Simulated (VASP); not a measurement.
Input:

```
C
1.0
    0.00000     1.79426     1.79426
    1.79426     0.00000     1.79426
    1.79426     1.79426     0.00000
C
2
Direct
  0.50000   0.50000   0.50000
  0.75000   0.75000   0.75000
```

Calculation: PBE GGA, VASP's PBE PAW potentials (set 64) (plane waves; VASP). Run with 400 eV cut-off, 13×13×13 Γ-centred mesh, Gaussian smearing of 0.010 eV, potentials C.

### Question
Give the electronic dielectric tensor ε∞ (DFPT, local fields included).

### Answer

```
5.88  0.00  0.00
0.00  5.88  0.00
0.00  0.00  5.88
```

### Question
Give the Born effective charges.

### Answer

```csv
atom,Z*xx,Z*yy,Z*zz,mean
C1,0.00,0.00,0.00,0.00
C2,0.00,0.00,0.00,0.00
```

### Question
Which frequencies do the optical Γ-point modes have (no LO-TO splitting)?

### Answer
1274 (×3) cm⁻¹.

The structure comes from a computed database's C entry; how it stands against other phases isn't given here. The cell was not relaxed at this level. The run is one of a series of settings (EDIFF = 1E-8, IBRION = 8, LEPSILON = .TRUE., NSW = 1 against the base run), some of them coarse on purpose.
